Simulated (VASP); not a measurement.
An input for Ansatz (written as the equivalent of a VASP run, and not itself run):

Ansatz 0.2 input:
```yaml
crystal:
  lattice:
    - [11.5708750, 0.0000000, 0.0000000]
    - [0.0000000, 4.0189830, 0.0000000]
    - [0.0000000, 0.0000000, 4.6039750]
  atoms:
    - { symbol: Sn, position: [0.6216300, 0.2500000, 0.3695400] }
    - { symbol: Sn, position: [0.3783700, 0.7500000, 0.6304600] }
    - { symbol: Sn, position: [0.8783700, 0.7500000, 0.8695400] }
    - { symbol: Sn, position: [0.1216300, 0.2500000, 0.1304600] }
    - { symbol: S, position: [0.3475000, 0.2500000, 0.0106000] }
    - { symbol: S, position: [0.6525000, 0.7500000, 0.9894000] }
    - { symbol: S, position: [0.1525000, 0.7500000, 0.5106000] }
    - { symbol: S, position: [0.8475000, 0.2500000, 0.4894000] }
kpoints:
  mp_grid: { grid: [4, 4, 4] }
hamiltonian:
  xc: pbesol
  pseudopotentials: { kind: paw }
scf:
  occupations: { method: fermi_dirac, width: 0.05 }
  max_iter: 100
relax:
  max_steps: 50
  f_tol: 0.01
  cell: {}
output: { forces: true, stress: true, eigenvalues: true }
```

Q: Translate this input to VASP (INCAR, KPOINTS, POSCAR, choice of POTCAR).

A: One answer among several that fit: 
### POSCAR
```
SnS
1
   11.5708750000     0.0000000000     0.0000000000
    0.0000000000     4.0189830000     0.0000000000
    0.0000000000     0.0000000000     4.6039750000
Sn S
4 4
Direct
  0.6216300000   0.2500000000   0.3695400000
  0.3783700000   0.7500000000   0.6304600000
  0.8783700000   0.7500000000   0.8695400000
  0.1216300000   0.2500000000   0.1304600000
  0.3475000000   0.2500000000   0.0106000000
  0.6525000000   0.7500000000   0.9894000000
  0.1525000000   0.7500000000   0.5106000000
  0.8475000000   0.2500000000   0.4894000000
```

INCAR:
```
SYSTEM = SnS
PREC = Accurate
ENCUT = 210
EDIFF = 1E-03
NELM = 100
ALGO = Normal
LREAL = .FALSE.
LASPH = .TRUE.
ISMEAR = -1
SIGMA = 0.05
GGA = PS
LMAXMIX = 4
LWAVE = .FALSE.
LCHARG = .FALSE.
ISIF = 3
IBRION = 2
NSW = 50
EDIFFG = -0.01
```

KPOINTS:
```
Regular mesh
0
Gamma
 4 4 4
```

POTCAR, in this order: Sn_d S (PBE.64 set). Program: vasp_std.

What does not carry over: each code has its own PAW files, so the cut-off isn't converted (ENCUT is set for VASP's; basis.ecutwfc is left out, and Ansatz then takes the one that its files recommend); Ansatz stops its SCF on the density residual and VASP on the energy change (EDIFF).

The structure comes from a computed database's SnS entry; how it stands against other phases isn't given here. This run relaxes it. Symmetry was kept, so distortions that lower it aren't found. The run is one of a series of settings (EDIFF = 1E-03, EDIFFG = -0.01, ENCUT = 210, GGA = PS, IBRION = 2, ISIF = 3, NSW = 50, KPOINTS 4×4×4 Γ-centred mesh, POTCAR Sn_d S (PBE.64 set) against the base run), some of them coarse on purpose.
